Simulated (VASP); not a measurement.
## HgZn$_{3}$Te$_{4}$ (ordered alloy cell): computed properties

The numbers are results of PBEsol GGA, VASP's PBE PAW potentials (set 64) (plane waves; VASP), not measurements.

| Quantity | Result |
|---|---|
| space group | Amm2 (38) |
| cell | a = 4.367 Å, b = 8.739 Å, c = 12.357 Å, α = β = γ = 90.00° |
| volume per atom | 29.47 Å^3/atom |
| band gap (over mesh and band path) | 0.51 eV |
| smallest direct gap (over mesh and band path) | 0.51 eV |
| band-edge character | direct, Γ to Γ |
| density | 6.39 g/cm³ |

Space group Amm2 (No. 38); a = 4.367 Å, b = 8.739 Å, c = 12.357 Å, α = β = γ = 90.00°

```
atom  site  symmetry       x       y       z
----  ----  --------  ------  ------  ------
Zn      2b       mm2  0.5000  0.5000  0.4991
Zn      4d       m..  0.0000  0.2522  0.2498
Te      2a       mm2  0.0000  0.0000  0.8750
Te      4e       m..  0.5000  0.2395  0.1303
Te      2a       mm2  0.0000  0.0000  0.3638
Hg      2b       mm2  0.5000  0.5000  0.0017
```
(The calculation used a cell of 8 atoms; values per cell refer to that cell.)

Unless said otherwise, spin-orbit coupling is left out, though it shifts the bands of the heavy elements here.

The structure was generated: HgZn3Te4 was put into an ordered model structure (Amm2), which need not be its known phase. It was relaxed first. Symmetry was kept, so distortions that lower it aren't found.
